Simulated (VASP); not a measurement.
Ti7AlN8:

```
CELL_PARAMETERS angstrom
0.00000 4.25000 4.25000
4.25000 0.00000 4.25000
4.25000 4.25000 0.00000
ATOMIC_POSITIONS crystal
Al 0.00000 0.00000 0.00000
Ti 0.00000 0.00000 0.50000
Ti 0.00000 0.50000 0.00000
Ti 0.00000 0.50000 0.50000
Ti 0.50000 0.00000 0.00000
Ti 0.50000 0.00000 0.50000
Ti 0.50000 0.50000 0.00000
Ti 0.50000 0.50000 0.50000
N 0.25000 0.25000 0.25000
N 0.25000 0.25000 0.75000
N 0.25000 0.75000 0.25000
N 0.25000 0.75000 0.75000
N 0.75000 0.25000 0.25000
N 0.75000 0.25000 0.75000
N 0.75000 0.75000 0.25000
N 0.75000 0.75000 0.75000
```

The cell was built by a generator and needn't be a form met in nature.

```yaml
Program: VASP 6.6.1
Task: relaxation of cell and atoms
Functional: PBE
Potentials_or_basis: VASP PAW PBE potentials, release 64 (Al, Ti_sv, N)
Cutoff: 600 eV
k_mesh: 6 × 6 × 6
Occupations: gaussian, width 0.1 eV
Spin: no spin polarisation
```

At the start: pressure -2.8 GPa; volume 9.60 Å³/atom.

Problem. How do energy, volume and symmetry change on relaxing?

Solution. Over 5 steps the energy falls by 16.7 meV/atom and the volume is 9.47 Å³/atom (-1.3 %); space group Fm-3m (No. 225, to 0.05 Å).

The path:
| step | energy change (eV) | largest force (eV/Å) | pressure (GPa) | volume (Å³) |
| --- | --- | --- | --- | --- |
| 1 | 0.0000 | 1.1960 | -2.84 | 153.53 |
| 2 | -0.2445 | 0.1989 | 3.18 | 149.79 |
| 3 | -0.2445 | 0.2085 | 3.12 | 149.82 |
| 4 | -0.2461 | 0.2016 | -2.85 | 153.11 |
| 5 | -0.2670 | 0.0038 | 0.01 | 151.48 |

Final structure:
```
CELL_PARAMETERS angstrom
0.00000 4.23097 4.23097
4.23097 0.00000 4.23097
4.23097 4.23097 0.00000
ATOMIC_POSITIONS crystal
Al 0.00000 0.00000 0.00000
Ti 0.00000 0.00000 0.50000
Ti 0.00000 0.50000 0.00000
Ti 0.00000 0.50000 0.50000
Ti 0.50000 0.00000 0.00000
Ti 0.50000 0.00000 0.50000
Ti 0.50000 0.50000 0.00000
Ti 0.50000 0.50000 0.50000
N 0.25000 0.25000 0.25000
N 0.24201 0.24201 0.75799
N 0.24201 0.75799 0.24201
N 0.24201 0.75799 0.75799
N 0.75799 0.24201 0.24201
N 0.75799 0.24201 0.75799
N 0.75799 0.75799 0.24201
N 0.75000 0.75000 0.75000
```
